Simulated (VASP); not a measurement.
# PtC (relaxed from the wurtzite structure, space group P6_3mc): computed properties

These are PBE GGA, VASP's PBE PAW potentials (set 64) (plane waves; VASP) values and carry that method's errors.

```json
{
  "space_group": "P6_3mc (186)",
  "cell": "a = b = 3.2040 Å, c = 5.9144 Å, α = β = 90.00°, γ = 120.00°",
  "volume_per_atom": "13.14 Å³/atom",
  "band gap (over mesh and band path)": "none (metal, semimetal or under 0.01 eV)",
  "density": "13.08 g/cm³"
}
```

Space group P6₃mc (No. 186); a = b = 3.2040 Å, c = 5.9144 Å, α = β = 90.00°, γ = 120.00°

| atom | site | symmetry | x | y | z |
|---|---|---|---|---|---|
| Pt | 2b | 3m. | 0.3333 | 0.6667 | 0.0080 |
| C | 2b | 3m. | 0.3333 | 0.6667 | 0.3670 |

Unless said otherwise, spin-orbit coupling is left out, though it shifts the bands of the heavy elements here.

The structure was generated: PtC was put into the wurtzite type (P6_3mc), which need not be its known phase. It was relaxed first, which changed the volume by -10 %. Symmetry was kept, so distortions that lower it aren't found.
